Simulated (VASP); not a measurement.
Calculation: PBE GGA + U (Dudarev), VASP's PBE PAW potentials (set 64) (plane waves; VASP).

The input files of a VASP run:

**POSCAR**
```
CuAu
1
    2.7374660000     0.0000000000     0.0000000000
    0.0000000000     2.8607460000     0.0000000000
    0.0000000000     0.0000000000     3.6087280000
Cu Au
1 1
Direct
  0.0000000000   0.0000000000   0.0000000000
  0.5128910000   0.5000000000   0.5000000000
```

### KPOINTS
```
Regular mesh
0
Gamma
  12 11 9
0 0 0
```

INCAR:
```
ALGO = Normal
EDIFF = 1E-6
ENCUT = 400
GGA = PE
ISIF = 2
ISMEAR = 1
LASPH = T
LCHARG = F
LDAU = T
LDAUJ = 0 0
LDAUL = 2 -1
LDAUPRINT = 1
LDAUTYPE = 2
LDAUU = 2.0 0
LMAXMIX = 6
LORBIT = 10
LREAL = F
LWAVE = F
NELM = 100
PREC = Accurate
SIGMA = 0.1
SYSTEM = CuAu
```

POTCAR, in this order: Cu Au (PBE.64 set). Program: vasp_std.

The resulting files:

OSZICAR:
```
       N       E                     dE             d eps       ncg     rms          rms(c)
DAV:   1     0.116816787029E+03    0.11682E+03   -0.98655E+03  6596   0.176E+03
DAV:   2    -0.333075239737E+01   -0.12015E+03   -0.11448E+03  6454   0.304E+02
DAV:   3    -0.710803901267E+01   -0.37773E+01   -0.37483E+01  7987   0.651E+01
DAV:   4    -0.714454932636E+01   -0.36510E-01   -0.36506E-01  7010   0.543E+00
DAV:   5    -0.714570964755E+01   -0.11603E-02   -0.11603E-02  9711   0.108E+00    0.108E+01
DAV:   6    -0.644543667681E+01    0.70027E+00   -0.35396E+00  6863   0.488E+01    0.533E+00
DAV:   7    -0.641478448185E+01    0.30652E-01   -0.13608E+00  8080   0.538E+01    0.553E+00
DAV:   8    -0.633657901225E+01    0.78205E-01   -0.27985E-01  7373   0.187E+01    0.268E+00
DAV:   9    -0.633135314012E+01    0.52259E-02   -0.11797E-02  9846   0.182E+00    0.903E-02
DAV:  10    -0.633130175579E+01    0.51384E-04   -0.68107E-04  9514   0.532E-01    0.406E-02
DAV:  11    -0.633130853462E+01   -0.67788E-05   -0.19988E-05  9686   0.117E-01    0.233E-02
DAV:  12    -0.633130659781E+01    0.19368E-05   -0.63741E-07  4998   0.134E-02    0.187E-03
DAV:  13    -0.633130666170E+01   -0.63886E-07   -0.23290E-07  4172   0.126E-02
   1 F= -.63313067E+01 E0= -.63313846E+01  d E =0.233925E-03
```

**OUTCAR**
```
------------------------ aborting loop because EDIFF is reached ----------------------------------------
  FORCE on cell =-STRESS in cart. coord.  units (eV):
  Direction    XX          YY          ZZ          XY          YZ          ZX
  --------------------------------------------------------------------------------------
  Total        1.9104412      1.4014013      1.4749929      0.0000000      0.0000000      0.0000000
  in kB      108.3083821     79.4494532     83.6215732      0.0000000      0.0000000      0.0000000
  external PRESSURE =      90.4598028 kB  Pullay stress =       0.0000000 kB
  volume of cell :       28.26
      direct lattice vectors                 reciprocal lattice vectors
     2.737466000  0.000000000  0.000000000     0.365301341  0.000000000  0.000000000
     0.000000000  2.860746000  0.000000000     0.000000000  0.349559171  0.000000000
     0.000000000  0.000000000  3.608728000     0.000000000  0.000000000  0.277105950
 POSITION                                       TOTAL-FORCE (eV/Angst)
 -----------------------------------------------------------------------------------
      0.00000      0.00000      0.00000         0.135323      0.000000      0.000000
      1.40402      1.43037      1.80436        -0.135323      0.000000      0.000000
 -----------------------------------------------------------------------------------
    total drift:                                0.000213      0.000000     -0.000000
  FREE ENERGIE OF THE ION-ELECTRON SYSTEM (eV)
  ---------------------------------------------------
  free  energy   TOTEN  =        -6.3313066617 eV

  energy  without entropy=       -6.3315405869  energy(sigma->0) =       -6.33138464

 total charge

# of ion       s       p       d       tot
------------------------------------------
    1        0.383   0.327   9.295  10.005
    2        0.621   0.439   8.706   9.765
--------------------------------------------------
tot          1.004   0.766  18.000  19.770
```
(Selected blocks of OUTCAR.)

The compound is CuAu in the L1_0 structure. The cell was not relaxed at this level, atoms are displaced from their ideal sites. The run is one of a series of settings (LDAU = .TRUE., LDAUJ = 0 0, LDAUL = 2 -1, LDAUTYPE = 2, LDAUU = 2.0 0 against the base run), some of them coarse on purpose.
